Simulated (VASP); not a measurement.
```yaml
crystal:
  lattice:
    - [1.13027, -1.95769, 0.00000]
    - [1.13027, 1.95769, 0.00000]
    - [0.00000, 0.00000, 3.55145]
  atoms:
    - { symbol: Be, position: [0.33333, 0.66667, 0.25000] }
    - { symbol: Be, position: [0.66667, 0.33333, 0.75000] }
```

All values below come from PBEsol GGA, VASP's PBE PAW potentials (set 64) (plane waves; VASP 6.6.1). Run with 520 eV cut-off, 21×21×12 Γ-centred mesh, tetrahedra with Blöchl corrections, potentials Be.

Task: The job: Be (hcp), 2 atoms, PBEsol, static run, 520 eV, 21×21×12 Γ-centred mesh. Roughly how much core time does it take on a busy server core?

Result: About 40 core-seconds (one run on a shared machine, a rough figure). It had 336 irreducible k-points, 6 bands, up to 446 plane waves and 10 electronic steps.

The compound is Be in the hcp structure. It was relaxed first.
